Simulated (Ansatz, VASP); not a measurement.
# Li5Os: VASP beside Ansatz

```
CELL_PARAMETERS angstrom
3.11548 0.00000 0.00000
-1.55774 2.69809 0.00000
0.00000 0.00000 14.18743
ATOMIC_POSITIONS crystal
Li 0.00000 0.00000 0.67123
Li 0.33333 0.66667 0.84246
Li 0.33333 0.66667 0.15754
Li 0.00000 0.00000 0.32877
Li 0.66667 0.33333 0.50000
Os 0.66667 0.33333 0.00000
```

Alike in both runs: task single point; functional PBE; k mesh 6 × 6 × 2; occupations gaussian, width 0.1 eV; no spin polarisation.

|  | VASP | Ansatz |
| --- | --- | --- |
| version | VASP 6.6.1 | Ansatz 0.2.0 |
| potentials or method | VASP PAW PBE potentials, release 64 (Li_sv, Os) | scalar-relativistic, plane waves, PAW |
| plane-wave cutoff (eV) | 520 | 420 |
| valence electrons in the cell | 23 | 31 |

```tsv
	VASP	Ansatz	Ansatz less VASP
gap on the k mesh at the Fermi level (eV)	none	none	-
rms of the force components (eV/Å)	0.240	0.234	-0.0056
```

Atom by atom the forces differ by 0.006 eV/Å (rms over components). A gap of «none» marks a metal or a gap that the smearing closes. With one functional, cell and mesh, what is left measures potentials, basis and numerics. The two sets of potentials don't hold the same shells in valence.

Caveats: the k mesh is coarse (spacing up to 0.39 Å⁻¹), so the values aren't converged. The runs have no spin-orbit coupling, so splittings on Os are missing.
